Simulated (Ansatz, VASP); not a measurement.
# BAs: VASP beside Ansatz, part 3 of 3

One calculation is typed for both programs; each brings its own data sets. How far apart do they land? The cell is taken from a series of runs on this material, whose earlier steps may have relaxed, scaled, displaced or heated it; both programs get it as it stands.

VASP 6.6.1 and Ansatz 0.2.0.

So far. Step 5 (VASP: single point, r2SCAN, spin-orbit coupling, pair 2): The run ends at a pressure of 16.81 GPa.

## 8. Ansatz: single point, r2SCAN, spin-orbit coupling, pair 3

Level of this step: Ansatz beside VASP: Kohn-Sham DFT, plane waves, r2SCAN, spin-orbit coupling (Ansatz).

With cell and atoms fixed, the geometry can't cause a difference; cores, projectors, grids and the points listed under the comparison can. The cell compared in this pair holds 25.70 Å³, against 24.88 Å³ for the pair before.

The cell is taken from a series of runs on this material, whose earlier steps may have relaxed, scaled, displaced or heated it; both programs get it as it stands.

Input file input.yaml:

```yaml
crystal:
  lattice:
    - [0.0, 2.3423998952, 2.3423998952]
    - [2.3423998952, 0.0, 2.3423998952]
    - [2.3423998952, 2.3423998952, 0.0]
  atoms:
    - { symbol: B, position: [0.0, 0.0, 0.0] }
    - { symbol: As, position: [0.75, 0.75, 0.75] }
kpoints:
  mp_grid: { grid: [8, 8, 8] }
hamiltonian:
  xc: r2scan
  pseudopotentials: { kind: paw_fr, azcp: { folder: soft_1 } }
scf:
  occupations: { method: gaussian, width: 0.01 }
  n_extra_bands: 16
output:
  eigenvalues: true
  eigenstates:
    kpoints:
      - [0.0, 0.39967157, 0.39967157]
      - [0.0, 0.402654006, 0.402654006]
      - [0.002982436, 0.39967157, 0.402654006]
      - [0.002982436, 0.402654006, 0.39967157]
      - [0.002108901, 0.401780471, 0.403889371]
      - [-0.002108901, 0.401780471, 0.39967157]
      - [0.002108901, 0.403889371, 0.401780471]
      - [-0.002108901, 0.39967157, 0.401780471]
      - [0.004217802, 0.401780471, 0.401780471]
      - [0.0, 0.397562669, 0.401780471]
      - [0.003443821, 0.40311539, 0.40311539]
      - [0.0, 0.39967157, 0.40311539]
      - [0.0, 0.40311539, 0.39967157]
      - [0.003443821, 0.39967157, 0.39967157]
      - [0.0, 0.396689134, 0.396689134]
      - [-0.002982436, 0.39967157, 0.396689134]
      - [-0.002982436, 0.396689134, 0.39967157]
      - [-0.002108901, 0.397562669, 0.395453768]
      - [0.002108901, 0.397562669, 0.39967157]
      - [-0.002108901, 0.395453768, 0.397562669]
      - [0.002108901, 0.39967157, 0.397562669]
      - [-0.004217802, 0.397562669, 0.397562669]
      - [0.0, 0.401780471, 0.397562669]
      - [-0.003443821, 0.396227749, 0.396227749]
      - [0.0, 0.39967157, 0.396227749]
      - [0.0, 0.396227749, 0.39967157]
      - [-0.003443821, 0.39967157, 0.39967157]
      - [0.0, 0.410855705, 0.410855705]
      - [0.011184136, 0.39967157, 0.410855705]
      - [0.011184136, 0.410855705, 0.39967157]
      - [0.007908378, 0.407579948, 0.415488326]
      - [-0.007908378, 0.407579948, 0.39967157]
      - [0.007908378, 0.415488326, 0.407579948]
      - [-0.007908378, 0.39967157, 0.407579948]
      - [0.015816756, 0.407579948, 0.407579948]
      - [0.0, 0.391763192, 0.407579948]
      - [0.012914327, 0.412585897, 0.412585897]
      - [0.0, 0.39967157, 0.412585897]
      - [0.0, 0.412585897, 0.39967157]
      - [0.012914327, 0.39967157, 0.39967157]
      - [0.0, 0.388487434, 0.388487434]
      - [-0.011184136, 0.39967157, 0.388487434]
      - [-0.011184136, 0.388487434, 0.39967157]
      - [-0.007908378, 0.391763192, 0.383854813]
      - [0.007908378, 0.391763192, 0.39967157]
      - [-0.007908378, 0.383854813, 0.391763192]
      - [0.007908378, 0.39967157, 0.391763192]
      - [-0.015816756, 0.391763192, 0.391763192]
      - [0.0, 0.407579948, 0.391763192]
      - [-0.012914327, 0.386757242, 0.386757242]
      - [0.0, 0.39967157, 0.386757242]
      - [0.0, 0.386757242, 0.39967157]
      - [-0.012914327, 0.39967157, 0.39967157]
      - [0.0, 0.0, 0.0]
      - [0.0, 0.002982436, 0.002982436]
      - [0.002982436, 0.0, 0.002982436]
      - [0.002982436, 0.002982436, 0.0]
      - [0.002108901, 0.002108901, 0.004217802]
      - [-0.002108901, 0.002108901, 0.0]
      - [0.002108901, 0.004217802, 0.002108901]
      - [-0.002108901, 0.0, 0.002108901]
      - [0.004217802, 0.002108901, 0.002108901]
      - [0.0, -0.002108901, 0.002108901]
      - [0.003443821, 0.003443821, 0.003443821]
      - [0.0, 0.0, 0.003443821]
      - [0.0, 0.003443821, 0.0]
      - [0.003443821, 0.0, 0.0]
      - [0.0, -0.002982436, -0.002982436]
      - [-0.002982436, 0.0, -0.002982436]
      - [-0.002982436, -0.002982436, 0.0]
      - [-0.002108901, -0.002108901, -0.004217802]
      - [0.002108901, -0.002108901, 0.0]
      - [-0.002108901, -0.004217802, -0.002108901]
      - [0.002108901, 0.0, -0.002108901]
      - [-0.004217802, -0.002108901, -0.002108901]
      - [0.0, 0.002108901, -0.002108901]
      - [-0.003443821, -0.003443821, -0.003443821]
      - [0.0, 0.0, -0.003443821]
      - [0.0, -0.003443821, 0.0]
      - [-0.003443821, 0.0, 0.0]
      - [0.0, 0.011184136, 0.011184136]
      - [0.011184136, 0.0, 0.011184136]
      - [0.011184136, 0.011184136, 0.0]
      - [0.007908378, 0.007908378, 0.015816756]
      - [-0.007908378, 0.007908378, 0.0]
      - [0.007908378, 0.015816756, 0.007908378]
      - [-0.007908378, 0.0, 0.007908378]
      - [0.015816756, 0.007908378, 0.007908378]
      - [0.0, -0.007908378, 0.007908378]
      - [0.012914327, 0.012914327, 0.012914327]
      - [0.0, 0.0, 0.012914327]
      - [0.0, 0.012914327, 0.0]
      - [0.012914327, 0.0, 0.0]
      - [0.0, -0.011184136, -0.011184136]
      - [-0.011184136, 0.0, -0.011184136]
      - [-0.011184136, -0.011184136, 0.0]
      - [-0.007908378, -0.007908378, -0.015816756]
      - [0.007908378, -0.007908378, 0.0]
      - [-0.007908378, -0.015816756, -0.007908378]
      - [0.007908378, 0.0, -0.007908378]
      - [-0.015816756, -0.007908378, -0.007908378]
      - [0.0, 0.007908378, -0.007908378]
      - [-0.012914327, -0.012914327, -0.012914327]
      - [0.0, 0.0, -0.012914327]
      - [0.0, -0.012914327, 0.0]
      - [-0.012914327, 0.0, 0.0]
magnetization:
  noncollinear: true
  spin_orbit: true
checkpoint:
  read: start.run
  write: ck
  compress: false
  write_wavefunctions: false
  write_every: 100000
```

Launch:

```
ansatz run input.yaml --threads 4 --pin off --max-ram 9216MiB --backend cpu --events-out ev --progress --plain --runs-dir out
```

Numbers of over 12 decimals in the logs are rounded to 6 here.

Log:

```text
[...]
Crystal: 2 atoms, lattice volume = 25.705 Å³
Basis set: ecut = 500 eV, 645 PW (Γ), exchange–correlation on 100×100×100 points (64 copies of the dense FFT grid, shifted against one another)
Bands: 34, of which v1, the nominal top of the filled ones, is band 18 counted from 1 (17 counted from 0)
Symmetry: 24 space group operations + 24 with time reversal
[...]
k-point 0: bands = [... 14 lower, 11.6197, 11.6197, 11.6197, 11.6197, 14.9208, 14.9208, 15.1363, 15.1363, ... 12 higher]
  k-point 1: bands = [... 14 lower, 10.9861, 10.9861, 11.1202, 11.1223, 15.4119, 15.4119, 15.6715, 15.6715, ... 12 higher]
  k-point 2: bands = [... 14 lower, 10.1822, 10.1822, 10.3234, 10.3258, 15.2241, 15.2241, 16.5371, 16.5371, ... 12 higher]
  k-point 28: bands = [... 14 lower, 5.3575, 5.5013, 5.7525, 5.7694, 17.2656, 17.2745, 18.3497, 18.3519, ... 12 higher]
[key lines of the parts left out:]
SCF converged after 2 iterations
Magnetization: |M| = 0.0000 μB,  M = (+0.0000, +0.0000, +0.0000) μB
Free energy (F): -5018.295404 eV
Fermi energy:    12.248385 eV
```

## 9. VASP: single point, r2SCAN, spin-orbit coupling, pair 3

The same cell, functional, mesh and smearing now go to VASP, with its own data sets.

Input file INCAR:

```
SYSTEM = BAs
PREC = Accurate
ENCUT = 460
EDIFF = 1E-06
NELM = 200
ISMEAR = 0
SIGMA = 0.01
LREAL = .FALSE.
ALGO = Normal
METAGGA = R2SCAN
LASPH = .TRUE.
LNONCOLLINEAR = .TRUE.
MAGMOM = 0 0 0 0 0 0
NBANDS = 20
GGA_COMPAT = .FALSE.
LSORBIT = .TRUE.
LORBIT = 11
LWAVE = .FALSE.
LCHARG = .FALSE.
ISIF = 2
EFERMI = MIDGAP
LMIXTAU = .TRUE.
KPAR = 2
```

Input file POSCAR:

```
BAs
1.0
    0.0000000000      2.3423998952      2.3423998952
    2.3423998952      0.0000000000      2.3423998952
    2.3423998952      2.3423998952      0.0000000000
B As
1 1
Direct
    0.0000000000      0.0000000000      0.0000000000
    0.7500000000      0.7500000000      0.7500000000
```

Input file KPOINTS:

```
Automatic mesh
0
Gamma
8 8 8
0 0 0
```

Potentials, in the order of the species: B and As (PBE family, release 64).

Launch:

```
mpirun -np 2 vasp_ncl
```

Log:

```text
[... set-up lines as in an earlier step ...]
 entering main loop
       N       E                     dE             d eps       ncg     rms          rms(c)
DAV:   1     0.530418801981E+01    0.53042E+01   -0.32002E+03  1720   0.667E+02
DAV:   2    -0.226905408025E+02   -0.27995E+02   -0.25863E+02  2408   0.133E+02
DAV:   3    -0.238713108352E+02   -0.11808E+01   -0.11684E+01  2060   0.235E+01
DAV:   4    -0.238756181186E+02   -0.43073E-02   -0.43063E-02  2072   0.163E+00
[...]
DAV:  14    -0.222094381790E+02   -0.47085E-04   -0.16377E-05  1848   0.370E-02    0.409E-03
DAV:  15    -0.222094314027E+02    0.67763E-05   -0.22086E-06  1928   0.173E-02    0.358E-03
DAV:  16    -0.222094316384E+02   -0.23569E-06   -0.11690E-07  1208   0.371E-03
   1 F= -.22209432E+02 E0= -.22209432E+02  d E =0.000000E+00  mag=    -0.0000    -0.0000    -0.0000
```

Parts of OUTCAR (step 9):

```text
  Total        1.6795705      1.6795705      1.6795705     -0.0000000     -0.0000000     -0.0000000
  in kB      104.6877081    104.6877081    104.6877081     -0.0000000     -0.0000000     -0.0000000
  external PRESSURE =     104.6877081 kB  Pullay stress =       0.0000000 kB

 POSITION                                       TOTAL-FORCE (eV/Angst)
 -----------------------------------------------------------------------------------
      0.00000      0.00000      0.00000         0.000000      0.000000      0.000000
      3.51360      3.51360      3.51360        -0.000000     -0.000000     -0.000000
 -----------------------------------------------------------------------------------
    total drift:                               -0.000000     -0.000000     -0.000000

  FREE ENERGIE OF THE ION-ELECTRON SYSTEM (eV)
  ---------------------------------------------------
  free  energy   TOTEN  =       -22.2094316384 eV

  energy  without entropy=      -22.2094316384  energy(sigma->0) =      -22.20943164

 magnetization (x)
# of ion       s       p       d       tot
------------------------------------------
    1        0.000  -0.000   0.000  -0.000
    2        0.000   0.000   0.000   0.000
--------------------------------------------------
tot          0.000  -0.000   0.000  -0.000

 magnetization (y)
# of ion       s       p       d       tot
------------------------------------------
    1        0.000  -0.000   0.000  -0.000
    2        0.000  -0.000   0.000   0.000
--------------------------------------------------
tot          0.000  -0.000   0.000  -0.000

 magnetization (z)
# of ion       s       p       d       tot
------------------------------------------
    1        0.000   0.000   0.000   0.000
    2        0.000  -0.000  -0.000  -0.000
--------------------------------------------------
tot          0.000   0.000  -0.000   0.000

[... 1 part as in an earlier step ...]

[... 2 further parts left out ...]
[key lines of the parts left out:]
E-fermi :   7.3878
```

The run ends at a pressure of 10.47 GPa.

## 10. Comparison

What differs besides the data sets and the points named for the pairs above, as far as they apply: the data sets hold 18 valence electrons in Ansatz (on its PAW fully relativistic soft_1 files) and 8 in VASP. Total energies have different zeros and are not compared.

The two programs side by side:

```csv
quantity,Ansatz,VASP,difference
gap on the k mesh (eV),1.257,1.254,+0.003
```

A gap on the mesh is an upper bound, since the band edges may lie between its points.

## 11. Results

```
difference in gap on the k mesh (single point, r2SCAN, spin-orbit coupling, pair 1) : 0.0054 eV
difference in gap on the k mesh (single point, r2SCAN, spin-orbit coupling, pair 2) : 0.0041 eV
difference in gap on the k mesh (single point, r2SCAN, spin-orbit coupling, pair 3) : 0.0029 eV
```

In words: The difference in gap on the k mesh is 0.0054 eV (single point, r2SCAN, spin-orbit coupling, pair 1), within the 0.08 eV picked in this series as the mark of a large difference. The data sets hold unlike numbers of valence electrons (18 in Ansatz and 8 in VASP), so part of the differences comes from the potentials. 5 further runs of this series are not shown here. How closely two codes agree says nothing of how well the functional describes the real material.

[Lines on the potential files, build, host, timing and source positions are cut from VASP's logs without a mark.]

[Logs are printed without paths, hosts, clocks, repeated set-up lines and the standing remarks that a program may print on its own settings, such as how far it seeks lower states.]

[Hosts, paths, dates, database ids (printed as entryN), source tags and the programs' standing remarks are cut or masked in the printed files.]
